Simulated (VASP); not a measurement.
Output of a VASP run:

**OSZICAR**
```
       N       E                     dE             d eps       ncg     rms          rms(c)
DAV:   1     0.111252654694E+03    0.11125E+03   -0.93457E+03  2064   0.132E+03
DAV:   2    -0.125913615426E+02   -0.12384E+03   -0.11925E+03  2236   0.342E+02
DAV:   3    -0.148878999162E+02   -0.22965E+01   -0.22257E+01  2396   0.476E+01
DAV:   4    -0.149122921794E+02   -0.24392E-01   -0.24383E-01  2304   0.495E+00
DAV:   5    -0.149129057130E+02   -0.61353E-03   -0.61351E-03  2520   0.684E-01    0.112E+01
DAV:   6    -0.143518368033E+02    0.56107E+00   -0.37646E+00  2140   0.219E+01    0.236E+00
DAV:   7    -0.142665851092E+02    0.85252E-01   -0.33019E-01  2128   0.676E+00    0.188E+00
DAV:   8    -0.142500825115E+02    0.16503E-01   -0.20656E-02  2168   0.143E+00    0.202E-01
DAV:   9    -0.142499386995E+02    0.14381E-03   -0.28305E-04  2380   0.158E-01    0.126E-01
DAV:  10    -0.142499339697E+02    0.47298E-05   -0.37643E-05  2532   0.831E-02    0.726E-03
DAV:  11    -0.142499327139E+02    0.12558E-05   -0.20734E-06  2324   0.186E-02    0.464E-03
DAV:  12    -0.142499320702E+02    0.64369E-06   -0.90205E-08  1332   0.287E-03    0.261E-04
DAV:  13    -0.142499320838E+02   -0.13522E-07   -0.91874E-09  1060   0.847E-04
   1 F= -.14249932E+02 E0= -.14249838E+02  d E =-.283607E-03
```

**OUTCAR**
```
------------------------ aborting loop because EDIFF is reached ----------------------------------------
  FORCE on cell =-STRESS in cart. coord.  units (eV):
  Direction    XX          YY          ZZ          XY          YZ          ZX
  --------------------------------------------------------------------------------------
  Total       -1.0126236     -1.0126236     -1.0126236      0.0000000     -0.0000000      0.0000000
  in kB      -58.1157895    -58.1157895    -58.1157895      0.0000000     -0.0000000      0.0000000
  external PRESSURE =     -58.1157895 kB  Pullay stress =       0.0000000 kB
  volume of cell :       27.92
      direct lattice vectors                 reciprocal lattice vectors
     3.033575646  0.000000000  0.000000000     0.329643997  0.000000000  0.000000000
     0.000000000  3.033575646  0.000000000     0.000000000  0.329643997  0.000000000
     0.000000000  0.000000000  3.033575646     0.000000000  0.000000000  0.329643997
 POSITION                                       TOTAL-FORCE (eV/Angst)
 -----------------------------------------------------------------------------------
      1.51679      1.51679      1.51679         0.000000      0.000000      0.000000
      0.00000      0.00000      0.00000         0.000000      0.000000      0.000000
 -----------------------------------------------------------------------------------
    total drift:                                0.000000      0.000000      0.000000
  FREE ENERGIE OF THE ION-ELECTRON SYSTEM (eV)
  ---------------------------------------------------
  free  energy   TOTEN  =       -14.2499320838 eV

  energy  without entropy=      -14.2496484763  energy(sigma->0) =      -14.24983755
```
(Selected blocks of OUTCAR.)

File POSCAR:
```
RuAl
1
    3.0335756455     0.0000000000     0.0000000000
    0.0000000000     3.0335756455     0.0000000000
    0.0000000000     0.0000000000     3.0335756455
Al Ru
1 1
Direct
  0.5000000000   0.5000000000   0.5000000000
  0.0000000000   0.0000000000   0.0000000000
```

Write an INCAR and KPOINTS that could have produced this output.

One answer among several that fit: the input of the run itself, PBE GGA, plane waves, VASP's PBE PAW potentials (set 64).

INCAR:
```
ALGO = Normal
EDIFF = 1E-7
ENCUT = 520
GGA = PE
ISIF = 2
ISMEAR = 1
LASPH = .True.
LCHARG = .False.
LMAXMIX = 4
LREAL = .False.
LWAVE = .False.
NELM = 100
PREC = Accurate
SIGMA = 0.1
SYSTEM = RuAl
```

### KPOINTS
```
Automatic mesh
0
Gamma
12 12 12
0 0 0
```

POTCAR, in this order: Al Ru_pv (PBE.64 set). Program: vasp_std.

The compound is RuAl in the CsCl type structure. This cell is one point of a volume scan, at 1.03 of the reference volume. The electron count is odd and the run is not spin-polarised, which forces a metal.
